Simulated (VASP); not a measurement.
Level of theory: vdW-DF-cx, VASP's PBE PAW potentials (set 64) (plane waves; VASP).

A VASP calculation is set up with these files.

INCAR:
```
SYSTEM  =  GdN
PREC  =  Accurate; ENCUT  =  520; LREAL  =  .False.
LASPH  =  .True.
EDIFF  =  1E-6; NELM  =  100; ALGO  =  Normal
LMAXMIX  =  6
ISMEAR  =  1; SIGMA  =  0.1
GGA  =  CX; LUSE_VDW  =  .True.; AGGAC  =  0.0
IBRION  =  2; NSW  =  60; ISIF  =  3
EDIFFG  =  -0.01
LWAVE  =  .False.; LCHARG  =  .False.
```

**POSCAR**
```
GdN
1
    0.0000000000     2.4683029956     2.4683029956
    2.4683029956     0.0000000000     2.4683029956
    2.4683029956     2.4683029956    -0.0000000000
Gd N
1 1
Direct
  0.0000000000   0.0000000000   0.0000000000
  0.5000000000   0.5000000000   0.5000000000
```

KPOINTS:
```
K-points
0
Gamma
12 12 12
0 0 0
```

POTCAR, in this order: Gd_3 N (PBE.64 set). Program: vasp_std.

What VASP printed:

**OSZICAR**
```
       N       E                     dE             d eps       ncg     rms          rms(c)
DAV:   1     0.506339899964E+02    0.50634E+02   -0.69479E+03  1584   0.119E+03
DAV:   2    -0.121060765391E+02   -0.62740E+02   -0.58308E+02  2186   0.242E+02
DAV:   3    -0.149490938439E+02   -0.28430E+01   -0.27607E+01  2060   0.421E+01
DAV:   4    -0.149911547186E+02   -0.42061E-01   -0.42109E-01  2031   0.465E+00
DAV:   5    -0.149918665235E+02   -0.71180E-03   -0.71134E-03  2043   0.474E-01    0.285E+01
DAV:   6    -0.130026915684E+02    0.19892E+01   -0.17797E+01  1848   0.256E+01    0.257E+01
DAV:   7    -0.128266491562E+02    0.17604E+00   -0.13645E+00  1795   0.773E+00    0.174E+01
DAV:   8    -0.128256626523E+02    0.98650E-03   -0.11981E-01  1755   0.363E+00    0.524E+00
DAV:   9    -0.128212654521E+02    0.43972E-02   -0.13814E-02  1878   0.943E-01    0.421E-01
DAV:  10    -0.128214519822E+02   -0.18653E-03   -0.44726E-04  2103   0.212E-01    0.276E-01
DAV:  11    -0.128214389943E+02    0.12988E-04   -0.47739E-05  1943   0.616E-02    0.177E-02
DAV:  12    -0.128214394850E+02   -0.49079E-06   -0.27606E-06  1937   0.187E-02
   1 F= -.12821439E+02 E0= -.12821476E+02  d E =-.128214E+02
```

### OUTCAR
```
------------------------ aborting loop because EDIFF is reached ----------------------------------------
  FORCE on cell =-STRESS in cart. coord.  units (eV):
  Direction    XX          YY          ZZ          XY          YZ          ZX
  --------------------------------------------------------------------------------------
  Total       -0.0070644     -0.0070644     -0.0070644      0.0000000     -0.0000000      0.0000000
  in kB       -0.3763214     -0.3763214     -0.3763214      0.0000000     -0.0000000      0.0000000
  external PRESSURE =      -0.3763214 kB  Pullay stress =       0.0000000 kB
  volume of cell :       30.08
      direct lattice vectors                 reciprocal lattice vectors
     0.000000000  2.468302996  2.468302996    -0.202568324  0.202568324  0.202568324
     2.468302996  0.000000000  2.468302996     0.202568324 -0.202568324  0.202568324
     2.468302996  2.468302996  0.000000000     0.202568324  0.202568324 -0.202568324
 POSITION                                       TOTAL-FORCE (eV/Angst)
 -----------------------------------------------------------------------------------
      0.00000      0.00000      0.00000         0.000000     -0.000000      0.000000
      2.46830      2.46830      2.46830        -0.000000      0.000000     -0.000000
 -----------------------------------------------------------------------------------
    total drift:                                0.000000      0.000000      0.000000
  FREE ENERGIE OF THE ION-ELECTRON SYSTEM (eV)
  ---------------------------------------------------
  free  energy   TOTEN  =       -12.8214394850 eV

  energy  without entropy=      -12.8215482050  energy(sigma->0) =      -12.82147573

 reached required accuracy - stopping structural energy minimisation
```
(Selected blocks of OUTCAR.)

**OUTCAR**
```
 val. band max:        3.9158545151   @ k =   0.5000   0.5000   0.0000

 cond. band min:       4.0221530989   @ k =   0.0000   0.0000   0.0000


 Fermi energy:         3.9633753867

 k-point     1 :       0.0000    0.0000    0.0000
  band No.  band energies     occupation
      1     -15.5920      2.00000
      2     -15.5920      2.00000
      3     -15.5920      2.00000
      4      -8.8657      2.00000
      5       4.0222      0.17109
      6       4.0222      0.17109
      7       4.0222      0.17109
      8       7.0287      0.00000
      9       7.0287      0.00000
     10       7.0287      0.00000
     11       7.9248      0.00000

 k-point     2 :       0.0833    0.0000    0.0000
  band No.  band energies     occupation
      1     -15.7079      2.00000
      2     -15.5992      2.00000
      3     -15.5992      2.00000
      4      -8.7157      2.00000
      5       3.5455      2.00000
      6       3.7574      2.01314
      7       3.7574      2.01314
      8       7.0885      0.00000
      9       7.2158      0.00000
     10       7.2158      0.00000
     11       8.3711      0.00000

 k-point     3 :       0.1667    0.0000    0.0000
  band No.  band energies     occupation
      1     -16.0034      2.00000
      2     -15.6187      2.00000
      3     -15.6187      2.00000
      4      -8.3241      2.00000
      5       2.5579      2.00000
      6       3.1732      2.00000
      7       3.1732      2.00000
      8       7.2453      0.00000
      9       7.7269      0.00000
     10       7.7269      0.00000
     11       9.3828      0.00000

 k-point     4 :       0.2500    0.0000    0.0000
  band No.  band energies     occupation
      1     -16.3674      2.00000
      2     -15.6451      2.00000
      3     -15.6451      2.00000
      4      -7.8178      2.00000
      5       1.5242      2.00000
      6       2.5567      2.00000
      7       2.5567      2.00000
      8       7.6173      0.00000
      9       8.4912      0.00000
...
```

The 4f electrons are frozen in the core of the lanthanide potential, so 4f levels, which can set the real gap, and their magnetism are missing.

The compound is GdN in the rock salt structure. It was relaxed first. The start is the result of an earlier pass.
